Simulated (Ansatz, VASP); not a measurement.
# Si3B in VASP and in Ansatz

```xyz
8
Lattice="0.0000 3.8358 3.8358 3.8358 0.0000 3.8358 3.8358 3.8358 0.0000" Properties=species:S:1:pos:R:3 pbc="T T T"
Si    1.4871    3.8358    3.8358
Si    6.1845    3.8358    3.8358
Si    3.8358    1.4871    3.8358
Si    3.8358    6.1845    3.8358
Si    3.8358    3.8358    1.4871
Si    3.8358    3.8358    6.1845
B     1.9179    1.9179    1.9179
B     5.7537    5.7537    5.7537
```

Alike in both runs: task relaxation of cell and atoms; functional PBE; k mesh 4 × 4 × 4; occupations gaussian, width 0.1 eV; no spin polarisation.

|  | VASP | Ansatz |
| --- | --- | --- |
| version | VASP 6.6.1 | Ansatz 0.2.0 |
| potentials or method | VASP PAW PBE potentials, release 64 (Si, B) | scalar-relativistic, plane waves, PAW |
| plane-wave cutoff (eV) | 600 | 420 |
| valence electrons in the cell | 30 | 30 |

|  | VASP | Ansatz | Ansatz less VASP |
| --- | --- | --- | --- |
| gap on the k mesh at the Fermi level, each at its own relaxed structure (eV) | none | none | - |
| relaxed volume (Å³/atom) | 12.39 | 12.41 | +0.028 |
| relaxed cell length with the largest relative difference (Å) | 5.194 | 5.198 | +0.0039 |
| energy change over the relaxation (meV/atom) | -1300 | -1306 | -6.2 |

A gap of «none» marks a metal or a gap that the smearing closes.
